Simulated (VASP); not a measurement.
# CdS (Hawleyite): a GW gap and what it depends on

Aim: test the GW correction to the gap of CdS (Hawleyite). The starting structure is a measured crystal structure from the Crystallography Open Database. Cell and atoms stay as given.

Main program and level: VASP 6.6.1; GW on LDA orbitals, with plane waves and PAW data sets made for GW.

### Step 1. Set-up

Symmetry: F-43m, No. 216, cubic system. Conventional cell: a = 5.833 Å, b = 5.833 Å, c = 5.833 Å, α = 90.00°, β = 90.00°, γ = 90.00°. Nearest to Cd lie 4 S at 2.53 Å. Nearest to S lie 4 Cd at 2.53 Å. Farther neighbours and most contacts between anions are not listed.

Coordinates:

```cif
data_structure
_symmetry_space_group_name_H-M 'P 1'
_symmetry_Int_Tables_number 1
_cell_length_a 4.1246
_cell_length_b 4.1246
_cell_length_c 4.1246
_cell_angle_alpha 60.000
_cell_angle_beta 60.000
_cell_angle_gamma 60.000
_cell_volume 49.62
loop_
_atom_site_label
_atom_site_type_symbol
_atom_site_fract_x
_atom_site_fract_y
_atom_site_fract_z
_atom_site_occupancy
Cd1 Cd 0.00000 0.00000 0.00000 1
S2 S 0.75000 0.75000 0.75000 1
```

### Step 2. G0W0 (response cutoff 100 eV, 3×3×3 mesh)

It reads the orbitals and their derivatives (WAVECAR and WAVEDER) of a run with the empty bands, which follows a ground-state run; neither is shown.

Contents of INCAR:

```
SYSTEM = CdS
PREC = Accurate
ENCUT = 300
ISMEAR = 0
SIGMA = 0.01
LREAL = .FALSE.
GGA = CA
NBANDS = 116
ALGO = EVGW0
NELMGW = 1
ENCUTGW = 100
NOMEGA = 40
PRECFOCK = Fast
NBANDSGW = 20
LWAVE = .FALSE.
LCHARG = .FALSE.
```

Contents of POSCAR:

```
CdS
1.0
    0.0000000000      2.9165000000      2.9165000000
    2.9165000000      0.0000000000      2.9165000000
    2.9165000000      2.9165000000      0.0000000000
Cd S
1 1
Direct
    0.0000000000      0.0000000000      0.0000000000
    0.7500000000      0.7500000000      0.7500000000
```

Contents of KPOINTS:

```
Automatic mesh
0
Gamma
3 3 3
0 0 0
```

The projector-augmented-wave data sets are Cd_GW and S_GW (LDA family, release 64).

On the command line:

```
> mpirun -np 4 vasp_std
```

Log:

```text
[banner, memory and clock lines left out]
running    4 mpi-ranks, on    1 nodes
 distrk:  each k-point on    4 cores,    1 groups
 distr:  one band on    1 cores,    4 groups

 POSCAR found type information on POSCAR CdS
 POSCAR found :  2 types and       2 ions
|                                                                             |
|           W    W    AA    RRRRR   N    N  II  N    N   GGGG   !!!           |
|           W    W   A  A   R    R  NN   N  II  NN   N  G    G  !!!           |
|           W    W  A    A  R    R  N N  N  II  N N  N  G       !!!           |
|           W WW W  AAAAAA  RRRRR   N  N N  II  N  N N  G  GGG   !            |
|           WW  WW  A    A  R   R   N   NN  II  N   NN  G    G                |
|           W    W  A    A  R    R  N    N  II  N    N   GGGG   !!!           |
|                                                                             |
|     The default for ENCUTGWSOFT is different in this version of VASP.       |
|     please manually set ENCUTGWSOFT =100 in the INCAR file.                 |
|                                                                             |

 LDA part: xc-table for (Slater(with rela. corr.)+CA(PZ))
 , standard interpolation
 found WAVECAR, reading the header
 POSCAR, INCAR and KPOINTS ok, starting setup
 FFT: planning ... GRIDC
 FFT: planning ... GRID_SOFT
 FFT: planning ... GRID
 reading WAVECAR
 the WAVECAR file was read successfully
 initial charge from wavefunction
 available memory per node:     64.33 GB, setting MAXMEM to     65870

 The Fermi energy was updated, please check that it is located mid-gap
 values below the HOMO (VB) or above the LUMO (CB) will cause erroneous energies
 E-fermi :   2.9293

 calculate exact exchange contribution
 the WAVEDER file was read successfully
energies w=
    0.000    0.000    0.352    0.000    0.701    0.000    1.047    0.000
    1.386    0.000    1.719    0.000    2.045    0.000    2.363    0.000
    2.674    0.000    2.980    0.000    3.279    0.000    3.574    0.000
    3.867    0.000    4.159    0.000    4.452    0.000    4.747    0.000
    5.047    0.000    5.355    0.000    5.672    0.000    6.001    0.000
    6.348    0.000    6.715    0.000    7.107    0.000    7.531    0.000
    7.996    0.000    8.509    0.000    9.084    0.000    9.739    0.000
   10.494    0.000   11.382    0.000   12.447    0.000   13.753    0.000
   15.400    0.000   17.547    0.000   20.465    0.000   24.663    0.000
   31.204    0.000   42.762    0.000   68.532    0.000  175.095    0.000
 responsefunction array rank=     116
 LDA part: xc-table for (Slater(with rela. corr.)+CA(PZ))
 , standard interpolation

 min. memory requirement per mpi rank     67.3 MB, per node    269.1 MB

 allocating  10 responsefunctions rank=   116
 shmem allocating  40 responsefunctions rank=   116
 response function shared by NCSHMEM nodes    1
 Doing           10  frequencies on each core in blocks of           40
NQ=   1    0.0000    0.0000    0.0000,
|.........|.........|.........|.........|.........|.........|.........|.........
 performed         70000 updates of chi_q(r,r)
 total number of BLAS operations          7.21 Gflops
NQ=   2    0.3333    0.0000    0.0000,
|.........|.........|.........|.........|.........|.........|.........|.........
 performed        200000 updates of chi_q(r,r)
 total number of BLAS operations         20.11 Gflops
NQ=   3    0.3333    0.3333    0.0000,
|.........|.........|.........|.........|.........|.........|.........|.........
 performed        335000 updates of chi_q(r,r)
 total number of BLAS operations         33.95 Gflops
NQ=   4   -0.3333    0.3333    0.0000,
|.........|.........|.........|.........|.........|.........|.........|.........
 performed        503000 updates of chi_q(r,r)
 total number of BLAS operations         52.04 Gflops
 resolving degeneracies of screened two electron integrals

 calculate QP shifts <psi_nk| G(iteration)W_0 |psi_nk>: iteration 1
 entering main loop
```

Elapsed: 8 s, on 4 MPI ranks of Intel Xeon 6975P-C (Granite Rapids), shared host; peak memory 0.51 GiB.

Lines that name or quote the potential files are left out of all logs, and their timing lines are given in words.

From OUTCAR (step 2):

```text
ion  position               nearest neighbor table
   1  0.000  0.000  0.000-   2 2.53   2 2.53   2 2.53   2 2.53
   2  0.750  0.750  0.750-   1 2.53   1 2.53   1 2.53   1 2.53

  LATTYP: Found a face centered cubic cell.
 ALAT       =     5.8330000000

 Subroutine GETGRP returns: Found 24 space group operations
 (whereof 24 operations were pure point group operations)

The static configuration has the point symmetry T_d .

 Found      4 irreducible k-points:

   k-points           NKPTS =      4   k-points in BZ     NKDIM =     27   number of bands    NBANDS=    116

   dimension x,y,z NGX =    24 NGY =   24 NGZ =   24
   dimension x,y,z NGXF=    48 NGYF=   48 NGZF=   48

   ENCUT  =  300.0 eV  22.05 Ry    4.70 a.u.   5.82  5.82  5.82*2*pi/ulx,y,z

   NELECT =      18.0000    total number of electrons

  energy-cutoff  :      300.00
  volume of cell :       49.62
      direct lattice vectors                 reciprocal lattice vectors
     0.000000000  2.916500000  2.916500000    -0.171438368  0.171438368  0.171438368
     2.916500000  0.000000000  2.916500000     0.171438368 -0.171438368  0.171438368
     2.916500000  2.916500000  0.000000000     0.171438368  0.171438368 -0.171438368

 k-points in reciprocal lattice and weights: Automatic mesh
   0.00000000  0.00000000  0.00000000       0.037
   0.33333333  0.00000000  0.00000000       0.296
   0.33333333  0.33333333  0.00000000       0.222
  -0.33333333  0.33333333  0.00000000       0.444

 E-fermi :   2.9293

 QP shifts <psi_nk| G(iteration)W_0 |psi_nk>: iteration 1
 for sc-GW calculations column KS-energies equals QP-energies in previous step
 and V_xc(KS)=  KS-energies - (<T + V_ion + V_H > + <T+V_H+V_ion>^1  + <V_x>^1)
 k-point   1 :       0.0000    0.0000    0.0000
  band No.  KS-energies  QP-energies   sigma(KS)   V_xc(KS)     V^pw_x(r,r')   Z            occupation Imag(sigma)
    ...
      6      -4.8446      -6.6613     -18.1249     -15.5296     -23.1297       0.7000       2.0000       0.3224
      7       2.5173       2.0988     -14.4868     -13.9086     -16.8583       0.7237       2.0000       0.2046
      8       2.5173       2.0988     -14.4868     -13.9086     -16.8583       0.7237       2.0000       0.2046
      9       2.5173       2.0988     -14.4868     -13.9086     -16.8583       0.7237       2.0000       0.2046
     10       3.3413       3.7529      -9.8088     -10.3536      -5.7211       0.7554       0.0000      -0.0739
     11       8.7942       9.3713      -9.4214     -10.1916      -4.8595       0.7493       0.0000      -0.0983
     12       8.7942       9.3713      -9.4214     -10.1916      -4.8595       0.7493       0.0000      -0.0983
     13       8.7942       9.3713      -9.4214     -10.1916      -4.8595       0.7493       0.0000      -0.0983
    ...

 k-point   2 :       0.3333    0.0000    0.0000
  band No.  KS-energies  QP-energies   sigma(KS)   V_xc(KS)     V^pw_x(r,r')   Z            occupation Imag(sigma)
    ...
      6      -4.8280      -6.6468     -18.1433     -15.5497     -23.1615       0.7013       2.0000       0.3252
      7      -1.0162      -1.5715     -12.7974     -12.0126     -15.6703       0.7075       2.0000       0.2478
      8       1.9185       1.4764     -14.0539     -13.4409     -16.5016       0.7213       2.0000       0.2066
      9       1.9185       1.4764     -14.0539     -13.4409     -16.5016       0.7213       2.0000       0.2066
     10       5.2048       5.6852      -9.9407     -10.5785      -5.6678       0.7531       0.0000      -0.0773
     11       8.9577       9.4494      -9.7752     -10.4463      -5.1347       0.7327       0.0000      -0.1314
     12       9.3512       9.9024      -9.4277     -10.1676      -4.7929       0.7449       0.0000      -0.1122
     13       9.3512       9.9024      -9.4277     -10.1676      -4.7929       0.7449       0.0000      -0.1122
    ...

 k-point   3 :       0.3333    0.3333    0.0000
  band No.  KS-energies  QP-energies   sigma(KS)   V_xc(KS)     V^pw_x(r,r')   Z            occupation Imag(sigma)
    ...
      6      -4.7348      -6.4203     -17.6601     -15.2495     -22.6850       0.6992       2.0000       0.3593
      7      -0.6981      -1.2580     -13.3736     -12.5867     -16.1557       0.7114       2.0000       0.2401
      8       1.0038       0.5283     -13.3696     -12.7044     -15.9564       0.7147       2.0000       0.2087
      9       1.0038       0.5283     -13.3696     -12.7044     -15.9564       0.7147       2.0000       0.2087
     10       6.0636       6.3992      -8.8549      -9.2981      -4.7758       0.7573       0.0000      -0.0956
     11       6.7381       7.2753     -10.3329     -11.0514      -5.9123       0.7478       0.0000      -0.0810
     12      10.5936      10.9909      -9.0058      -9.5423      -4.2714       0.7406       0.0000      -0.1705
     13      11.3759      11.9997      -9.9943     -10.8523      -4.8246       0.7270       0.0000      -0.2001
    ...

 k-point   4 :      -0.3333    0.3333    0.0000
  band No.  KS-energies  QP-energies   sigma(KS)   V_xc(KS)     V^pw_x(r,r')   Z            occupation Imag(sigma)
    ...
      6      -4.2694      -5.9250     -17.9677     -15.6060     -23.0204       0.7010       2.0000       0.3641
      7      -1.5392      -2.0313     -12.5261     -11.8240     -15.4667       0.7009       2.0000       0.2764
      8      -0.1452      -0.6788     -12.5004     -11.7499     -15.1891       0.7109       2.0000       0.2175
      9       1.1816       0.7136     -13.5246     -12.8704     -16.0854       0.7155       2.0000       0.2082
     10       6.6854       7.1458      -9.6225     -10.2354      -5.2803       0.7512       0.0000      -0.0896
     11       8.0619       8.5983     -10.3339     -11.0638      -5.8058       0.7348       0.0000      -0.1137
     12      10.1791      10.6443      -9.5546     -10.1864      -4.8697       0.7363       0.0000      -0.1535
     13      10.7501      11.3346      -9.6598     -10.4571      -4.6850       0.7330       0.0000      -0.1628
    ...
```

G0W0 (response cutoff 100 eV, 3×3×3 mesh): the quasiparticle gap on this mesh is 1.654 eV, +0.830 eV from the LDA gap on the same points, with 116 bands.

### Step 3. G0W0 (response cutoff 160 eV, 3×3×3 mesh)

It reads the orbitals and their derivatives (WAVECAR and WAVEDER) of a run with the empty bands, which follows a ground-state run; neither is shown.

INCAR: that of step 2 with these lines changed.

```diff
@@ -7,6 +7,6 @@
 GGA = CA
-NBANDS = 116
+NBANDS = 232
 ALGO = EVGW0
 NELMGW = 1
-ENCUTGW = 100
+ENCUTGW = 160
 NOMEGA = 40
```

POSCAR is that of step 2.

KPOINTS is that of step 2.

On the command line:

```
> mpirun -np 4 vasp_std
```

Log:

```text
[banner, memory and clock lines left out]
running    4 mpi-ranks, on    1 nodes
[...]
|                                                                             |
|           W    W    AA    RRRRR   N    N  II  N    N   GGGG   !!!           |
|           W    W   A  A   R    R  NN   N  II  NN   N  G    G  !!!           |
|           W    W  A    A  R    R  N N  N  II  N N  N  G       !!!           |
|           W WW W  AAAAAA  RRRRR   N  N N  II  N  N N  G  GGG   !            |
|           WW  WW  A    A  R   R   N   NN  II  N   NN  G    G                |
|           W    W  A    A  R    R  N    N  II  N    N   GGGG   !!!           |
|                                                                             |
|     The default for ENCUTGWSOFT is different in this version of VASP.       |
|     please manually set ENCUTGWSOFT =160 in the INCAR file.                 |
|                                                                             |

 LDA part: xc-table for (Slater(with rela. corr.)+CA(PZ))
[...]
min. memory requirement per mpi rank    122.8 MB, per node    491.0 MB

 allocating  10 responsefunctions rank=   260
 shmem allocating  40 responsefunctions rank=   260
 response function shared by NCSHMEM nodes    1
 Doing           10  frequencies on each core in blocks of           40
NQ=   1    0.0000    0.0000    0.0000,
|.........|.........|.........|.........|.........|.........|.........|.........
 performed        145000 updates of chi_q(r,r)
 total number of BLAS operations         78.08 Gflops
NQ=   2    0.3333    0.0000    0.0000,
|.........|.........|.........|.........|.........|.........|.........|.........
 performed        411000 updates of chi_q(r,r)
 total number of BLAS operations        192.68 Gflops
NQ=   3    0.3333    0.3333    0.0000,
|.........|.........|.........|.........|.........|.........|.........|.........
 performed        686000 updates of chi_q(r,r)
 total number of BLAS operations        297.39 Gflops
NQ=   4   -0.3333    0.3333    0.0000,
|.........|.........|.........|.........|.........|.........|.........|.........
 performed       1026000 updates of chi_q(r,r)
 total number of BLAS operations        441.44 Gflops
 resolving degeneracies of screened two electron integrals

 calculate QP shifts <psi_nk| G(iteration)W_0 |psi_nk>: iteration 1
 entering main loop
[key lines of the parts left out:]
E-fermi :   2.9293
```

Elapsed: 17 s, on 4 MPI ranks; peak memory 0.76 GiB; 65 s of CPU time.

Parts of OUTCAR (step 3):

```text
 QP shifts <psi_nk| G(iteration)W_0 |psi_nk>: iteration 1
 for sc-GW calculations column KS-energies equals QP-energies in previous step
 and V_xc(KS)=  KS-energies - (<T + V_ion + V_H > + <T+V_H+V_ion>^1  + <V_x>^1)
 k-point   1 :       0.0000    0.0000    0.0000
  band No.  KS-energies  QP-energies   sigma(KS)   V_xc(KS)     V^pw_x(r,r')   Z            occupation Imag(sigma)
    ...
      6      -4.8446      -6.8221     -18.3601     -15.5296     -23.1297       0.6986       2.0000       0.0078
      7       2.5173       1.8722     -14.8024     -13.9086     -16.8583       0.7218       2.0000      -0.0661
      8       2.5173       1.8722     -14.8024     -13.9086     -16.8583       0.7218       2.0000      -0.0661
      9       2.5173       1.8722     -14.8024     -13.9086     -16.8583       0.7218       2.0000      -0.0661
     10       3.3413       3.5827     -10.0337     -10.3536      -5.7211       0.7542       0.0000      -0.3335
     11       8.7942       9.2432      -9.5917     -10.1916      -4.8595       0.7485       0.0000      -0.2959
     12       8.7942       9.2432      -9.5917     -10.1916      -4.8595       0.7485       0.0000      -0.2959
     13       8.7942       9.2432      -9.5917     -10.1916      -4.8595       0.7485       0.0000      -0.2959
    ...

[... 1 part as in an earlier step ...]

[... 2 further parts left out ...]
[key lines of the parts left out:]
E-fermi :   2.9293
```

G0W0 (response cutoff 160 eV, 3×3×3 mesh): the quasiparticle gap on this mesh is 1.710 eV, +0.887 eV from the LDA gap on the same points, with 232 bands.

### Step 4. G0W0 (response cutoff 240 eV, 3×3×3 mesh)

It reads the orbitals and their derivatives (WAVECAR and WAVEDER) of a run with the empty bands, which follows a ground-state run; neither is shown.

INCAR: that of step 3 with these lines changed.

```diff
@@ -7,6 +7,6 @@
 GGA = CA
-NBANDS = 232
+NBANDS = 420
 ALGO = EVGW0
 NELMGW = 1
-ENCUTGW = 160
+ENCUTGW = 240
 NOMEGA = 40
```

POSCAR is that of step 3.

KPOINTS is that of step 3.

On the command line:

```
> mpirun -np 4 vasp_std
```

Log:

```text
[banner, memory and clock lines left out]
running    4 mpi-ranks, on    1 nodes
[...]
|                                                                             |
|           W    W    AA    RRRRR   N    N  II  N    N   GGGG   !!!           |
|           W    W   A  A   R    R  NN   N  II  NN   N  G    G  !!!           |
|           W    W  A    A  R    R  N N  N  II  N N  N  G       !!!           |
|           W WW W  AAAAAA  RRRRR   N  N N  II  N  N N  G  GGG   !            |
|           WW  WW  A    A  R   R   N   NN  II  N   NN  G    G                |
|           W    W  A    A  R    R  N    N  II  N    N   GGGG   !!!           |
|                                                                             |
|     The default for ENCUTGWSOFT is different in this version of VASP.       |
|     please manually set ENCUTGWSOFT =240 in the INCAR file.                 |
|                                                                             |

 LDA part: xc-table for (Slater(with rela. corr.)+CA(PZ))
[...]
min. memory requirement per mpi rank    234.7 MB, per node    938.8 MB

 allocating  10 responsefunctions rank=   432
 shmem allocating  40 responsefunctions rank=   432
 response function shared by NCSHMEM nodes    1
 Doing           10  frequencies on each core in blocks of           40
NQ=   1    0.0000    0.0000    0.0000,
|.........|.........|.........|.........|.........|.........|.........|.........
 performed        266000 updates of chi_q(r,r)
 total number of BLAS operations        360.74 Gflops
NQ=   2    0.3333    0.0000    0.0000,
|.........|.........|.........|.........|.........|.........|.........|.........
 performed        751000 updates of chi_q(r,r)
 total number of BLAS operations       1042.40 Gflops
NQ=   3    0.3333    0.3333    0.0000,
|.........|.........|.........|.........|.........|.........|.........|.........
 performed       1253000 updates of chi_q(r,r)
 total number of BLAS operations       1792.10 Gflops
NQ=   4   -0.3333    0.3333    0.0000,
|.........|.........|.........|.........|.........|.........|.........|.........
 performed       1872000 updates of chi_q(r,r)
 total number of BLAS operations       2637.78 Gflops
 resolving degeneracies of screened two electron integrals

 calculate QP shifts <psi_nk| G(iteration)W_0 |psi_nk>: iteration 1
 entering main loop
[key lines of the parts left out:]
E-fermi :   2.9293
```

The job ended after 50 s (4 MPI ranks; peak memory 1.2 GiB; 3.3 min of CPU time).

OUTCAR, selected parts (step 4):

```text
 QP shifts <psi_nk| G(iteration)W_0 |psi_nk>: iteration 1
 for sc-GW calculations column KS-energies equals QP-energies in previous step
 and V_xc(KS)=  KS-energies - (<T + V_ion + V_H > + <T+V_H+V_ion>^1  + <V_x>^1)
 k-point   1 :       0.0000    0.0000    0.0000
  band No.  KS-energies  QP-energies   sigma(KS)   V_xc(KS)     V^pw_x(r,r')   Z            occupation Imag(sigma)
    ...
      6      -4.8446      -6.9467     -18.5464     -15.5296     -23.1297       0.6968       2.0000       0.0812
      7       2.5173       1.7233     -15.0080     -13.9086     -16.8583       0.7222       2.0000      -0.1448
      8       2.5173       1.7233     -15.0080     -13.9086     -16.8583       0.7222       2.0000      -0.1448
      9       2.5173       1.7233     -15.0080     -13.9086     -16.8583       0.7222       2.0000      -0.1448
     10       3.3413       3.4841     -10.1646     -10.3536      -5.7211       0.7553       0.0000      -0.3119
     11       8.7942       9.1784      -9.6768     -10.1916      -4.8595       0.7463       0.0000      -0.3085
     12       8.7942       9.1784      -9.6768     -10.1916      -4.8595       0.7463       0.0000      -0.3085
     13       8.7942       9.1784      -9.6768     -10.1916      -4.8595       0.7463       0.0000      -0.3085
    ...

[... 1 part as in an earlier step ...]

[... 2 further parts left out ...]
[key lines of the parts left out:]
E-fermi :   2.9293
```

G0W0 (response cutoff 240 eV, 3×3×3 mesh): the quasiparticle gap on this mesh is 1.761 eV, +0.937 eV from the LDA gap on the same points, with 420 bands.

(Continued in part 2 of 2.)

[Lines on the potential files, build, host, timing and source positions are cut from VASP's logs without a mark.]

[Logs are printed without paths, hosts, clocks, repeated set-up lines and the standing remarks that a program may print on its own settings, such as how far it seeks lower states.]

[Hosts, paths, dates, database ids (printed as entryN), source tags and the programs' standing remarks are cut or masked in the printed files.]
